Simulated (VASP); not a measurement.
Output of a VASP run:

### OUTCAR
```
 ion  position               nearest neighbor table
   1  0.000  0.000  0.000-   4 2.70   4 2.70   3 2.70   3 2.70   3 2.70   3 2.70   2 2.70   2 2.70
                             2 2.70   2 2.70
   2  0.000  0.500  0.000-   3 2.70   3 2.70   4 2.70   4 2.70   4 2.70   4 2.70   1 2.70   1 2.70
                             1 2.70   1 2.70
   3  0.500  0.000  0.000-   2 2.70   2 2.70   1 2.70   1 2.70   1 2.70   1 2.70   4 2.70   4 2.70
                             4 2.70   4 2.70
   4  0.500  0.500  0.000-   1 2.70   1 2.70   2 2.70   2 2.70   2 2.70   2 2.70   3 2.70   3 2.70
                             3 2.70   3 2.70
  LATTYP: Found a simple monoclinic cell.
 ALAT       =     4.6726515560
 B/A-ratio  =     0.5786417049
 C/A-ratio  =     1.0022358820
 COS(beta)  =    -0.3340789245
 Subroutine PRICEL returns following result:
  LATTYP: Found a trigonal (rhomboedric) cell.
 ALAT       =     4.6726512309
 COS(alpha) =     0.8325868654
 Subroutine GETGRP returns: Found  4 space group operations
The static configuration has the point symmetry C_2h.
The dynamic configuration has the point symmetry C_2h.
 Subroutine INISYM returns: Found  4 space group operations
 Subroutine IBZKPT returns following result:
 Found    134 irreducible k-points:

 Following reciprocal coordinates:
            Coordinates               Weight
  0.000000  0.000000  0.000000      1.000000
  0.166667  0.000000  0.000000      2.000000
  0.333333  0.000000  0.000000      2.000000
  0.500000  0.000000  0.000000      1.000000
 -0.000000  0.166667  0.000000      2.000000
  0.166667  0.166667  0.000000      2.000000
  0.333333  0.166667  0.000000      2.000000
  0.500000  0.166667  0.000000      2.000000
 -0.333333  0.166667  0.000000      2.000000
 -0.166667  0.166667  0.000000      2.000000
 -0.000000  0.333333  0.000000      2.000000
  0.166667  0.333333  0.000000      2.000000
  0.333333  0.333333  0.000000      2.000000
  0.500000  0.333333  0.000000      2.000000
 -0.333333  0.333333  0.000000      2.000000
 -0.166667  0.333333  0.000000      2.000000
 -0.000000  0.500000  0.000000      1.000000
  0.166667  0.500000  0.000000      2.000000
  0.333333  0.500000  0.000000      2.000000
  0.500000  0.500000  0.000000      1.000000
  0.000000 -0.000000  0.083333      4.000000
  0.166667 -0.000000  0.083333      4.000000
  0.333333  0.000000  0.083333      4.000000
  0.500000  0.000000  0.083333      4.000000
 -0.333333  0.000000  0.083333      4.000000
 -0.166667 -0.000000  0.083333      4.000000
 -0.000000  0.333333  0.083333      4.000000
  0.166667  0.333333  0.083333      4.000000
  0.333333  0.333333  0.083333      4.000000
  0.500000  0.333333  0.083333      4.000000
 -0.333333  0.333333  0.083333      4.000000
 -0.166667  0.333333  0.083333      4.000000
  0.000000  0.500000  0.083333      4.000000
  0.166667  0.500000  0.083333      4.000000
  0.333333  0.500000  0.083333      4.000000
  0.500000  0.500000  0.083333      4.000000
 -0.333333  0.500000  0.083333      4.000000
 -0.166667  0.500000  0.083333      4.000000
  0.000000 -0.000000  0.166667      4.000000
  0.166667 -0.000000  0.166667      4.000000
   k-points           NKPTS =    134   k-points in BZ     NKDIM =    134   number of bands    NBANDS=     30
   number of dos      NEDOS =    301   number of ions     NIONS =      4
   total plane-waves  NPLWV =  23328
   dimension x,y,z NGX =    36 NGY =   36 NGZ =   18
   dimension x,y,z NGXF=    72 NGYF=   72 NGZF=   36
   ions per type =               2   2
   PREC   = accura    normal or accurate (medium, high low for compatibility)
   ISTART =      0    job   : 0-new  1-cont  2-samecut
   ICHARG =      2    charge: 1-file 2-atom 10-const
   ISPIN  =      1    spin polarized calculation?
   LNONCOLLINEAR =      F non collinear calculations
   LSORBIT =      F    spin-orbit coupling
   INIWAV =      1    electr: 0-lowe 1-rand  2-diag
...
```

File OSZICAR:
```
       N       E                     dE             d eps       ncg     rms          rms(c)
DAV:   1     0.424425924801E+03    0.42443E+03   -0.25222E+04  8896   0.147E+03
DAV:   2    -0.178565731419E+02   -0.44228E+03   -0.42745E+03  8910   0.440E+02
DAV:   3    -0.298396988574E+02   -0.11983E+02   -0.11688E+02  8606   0.801E+01
DAV:   4    -0.299577853946E+02   -0.11809E+00   -0.11799E+00  8492   0.791E+00
DAV:   5    -0.299599321170E+02   -0.21467E-02   -0.21467E-02  8698   0.110E+00    0.205E+01
DAV:   6    -0.279594156532E+02    0.20005E+01   -0.66664E+00  8052   0.203E+01    0.788E+00
DAV:   7    -0.278738779790E+02    0.85538E-01   -0.14765E-01  8634   0.253E+00    0.372E+00
DAV:   8    -0.278844751768E+02   -0.10597E-01   -0.11810E-01  8586   0.343E+00    0.170E+00
DAV:   9    -0.278526101853E+02    0.31865E-01   -0.82839E-02  8624   0.323E+00    0.302E-01
DAV:  10    -0.278526146395E+02   -0.44541E-05   -0.22953E-03  8076   0.348E-01    0.423E-02
DAV:  11    -0.278526158648E+02   -0.12253E-05   -0.57333E-05  8882   0.713E-02    0.314E-02
DAV:  12    -0.278526207134E+02   -0.48486E-05   -0.70167E-06  8208   0.255E-02    0.459E-03
DAV:  13    -0.278526201966E+02    0.51681E-06   -0.25627E-07  4068   0.421E-03
   1 F= -.27852620E+02 E0= -.27853892E+02  d E =-.278526E+02
       N       E                     dE             d eps       ncg     rms          rms(c)
DAV:   1    -0.278755159149E+02   -0.22895E-01   -0.73473E-01  8166   0.594E+00    0.990E-01
DAV:   2    -0.278658047428E+02    0.97112E-02   -0.71533E-02  8412   0.250E+00    0.932E-01
DAV:   3    -0.278566327580E+02    0.91720E-02   -0.46688E-02  8600   0.242E+00    0.425E-01
DAV:   4    -0.278537294795E+02    0.29033E-02   -0.65482E-03  8584   0.743E-01    0.895E-02
DAV:   5    -0.278536582308E+02    0.71249E-04   -0.47466E-04  8372   0.142E-01    0.372E-02
DAV:   6    -0.278536516260E+02    0.66047E-05   -0.35664E-05  8500   0.579E-02    0.135E-02
DAV:   7    -0.278536523115E+02   -0.68545E-06   -0.26731E-06  6570   0.130E-02
   2 F= -.27853652E+02 E0= -.27854895E+02  d E =-.103211E-02
```

OUTCAR:
```
------------------------ aborting loop because EDIFF is reached ----------------------------------------
  FORCE on cell =-STRESS in cart. coord.  units (eV):
  Direction    XX          YY          ZZ          XY          YZ          ZX
  --------------------------------------------------------------------------------------
  Total        0.0539894      0.0539894      0.0540311     -0.0527341      0.0527349     -0.0527350
  in kB        1.5524760      1.5524760      1.5536755     -1.5163793      1.5164024     -1.5164040
  external PRESSURE =       1.5528759 kB  Pullay stress =       0.0000000 kB
  volume of cell :       55.72
      direct lattice vectors                 reciprocal lattice vectors
     0.024610160  3.807160565  3.807160468    -0.131757316  0.131757316  0.131757333
     3.831771118 -0.000000394  3.831771013     0.130911071 -0.130911071  0.130064841
     1.915885362  1.915885362 -0.000000000     0.261822194  0.260129703 -0.261822175
 POSITION                                       TOTAL-FORCE (eV/Angst)
 -----------------------------------------------------------------------------------
      1.94050      5.72305      3.80716         0.000000     -0.000000     -0.000000
      3.85638      5.72305      5.72305        -0.000000      0.000000      0.000000
      3.84408      1.90358      5.73535         0.000000      0.000000     -0.000000
      3.84408      3.81947      3.81947        -0.000000      0.000000     -0.000000
 -----------------------------------------------------------------------------------
    total drift:                                0.000000      0.000000      0.000000
  FREE ENERGIE OF THE ION-ELECTRON SYSTEM (eV)
  ---------------------------------------------------
  free  energy   TOTEN  =       -27.8536523115 eV

  energy  without entropy=      -27.8573798469  energy(sigma->0) =      -27.85489482

 reached required accuracy - stopping structural energy minimisation
```
(Selected blocks of OUTCAR.)

File POSCAR:
```
Pd2Rh2
1
    0.0064008917     3.8173370990     3.8173361361
    3.8237357513     0.0000022393     3.8237347919
    1.9118689953     1.9118689953     0.0000000000
Rh Pd
2 2
Direct
  0.0000000000   0.0000000000   0.0000000000
  0.0000000000   0.5000000000   0.0000000000
  0.5000000000   0.0000000000   0.0000000000
  0.5000000000   0.5000000000   0.0000000000
```

Reconstruct the remaining input files.

One answer among several that fit: the input of the run itself, PBEsol GGA, plane waves, VASP's PBE PAW potentials (set 64).

**INCAR**
```
SYSTEM = Pd2Rh2
PREC = Accurate
ENCUT = 400
EDIFF = 1E-6
NELM = 100
ALGO = Normal
LREAL = .FALSE.
LASPH = .TRUE.
ISMEAR = 1
SIGMA = 0.1
GGA = PS
LMAXMIX = 4
LWAVE = .FALSE.
LCHARG = .FALSE.
IBRION = 2
ISIF = 3
NSW = 60
EDIFFG = -0.02
```

KPOINTS:
```
Automatic mesh
0
gamma
  6 6 12
```

POTCAR, in this order: Rh_pv Pd (PBE.64 set). Program: vasp_std.

The structure was generated: Pd2Rh2 was put into an ordered model structure (R-3m), which need not be its known phase. This run relaxes it. Symmetry was kept, so distortions that lower it aren't found. The start is the result of an earlier pass.
